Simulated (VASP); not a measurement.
Input:

```
HfB2
1.0
    1.57656    -2.73069     0.00000
    1.57656     2.73069     0.00000
    0.00000     0.00000     3.50572
Hf B
1 2
Cartesian
  1.57656  -2.73069   3.50572
  1.57656   0.91023   1.75286
  1.57656  -0.91023   1.75286
```

Method: revPBE GGA, VASP's PBE PAW potentials (set 64) (plane waves; VASP). Numerical set-up: 520 eV cut-off, Gaussian smearing of 0.050 eV, potentials Hf_pv B.

Q: Give the energies of bands 5 to 11 at the high-symmetry points, in eV from the Fermi level.

A: 
```
band      Γ      M      K      A      L      H
----  -----  -----  -----  -----  -----  -----
5     -3.19  -9.30  -8.52  -8.53  -7.75  -9.32
6     -3.05  -4.31  -7.90  -1.39  -5.11  -5.71
7     -3.05  -3.63  -2.79  -1.39  -4.86  -3.37
8     -3.04  -3.03  -2.79   0.13  -2.93  -3.37
9      3.75   1.85   1.49   0.13   3.68   4.10
10     3.75   2.47   1.49   0.79   3.83   5.11
11     4.36   5.24   3.21   0.79   5.96   6.54
```

It has no gap at this level: it comes out as a metal or semimetal.

The compound is HfB2 in the AlB2 type structure. It was relaxed first.
